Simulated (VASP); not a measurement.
Data:

```
InSe
1.0
    4.11610     0.00000     0.00000
   -2.05805     3.56465     0.00000
    0.00000     0.00000    17.74912
In Se
4 4
Direct
  0.33333   0.66667   0.33030
  0.66667   0.33333   0.66970
  0.66667   0.33333   0.83030
  0.33333   0.66667   0.16970
  0.33333   0.66667   0.59732
  0.66667   0.33333   0.40268
  0.66667   0.33333   0.09732
  0.33333   0.66667   0.90268
```

Method: PBE GGA, VASP's PBE PAW potentials (set 64) (plane waves; VASP). Settings: 300 eV cut-off, 5×5×1 Γ-centred mesh, Fermi-Dirac smearing of 0.050 eV, potentials In_d Se.

Question: Predict the energy per atom (σ→0), largest force.

Answer: 
The energy per atom (σ→0) comes out as -3.546 eV/atom and the largest force comes out as 0.185 eV/Å.

Only differences to runs with the same potentials and settings are physical.

The structure comes from a computed database's InSe entry (P6_3/mmc), a phase known from measurement. The cell was not relaxed at this level.
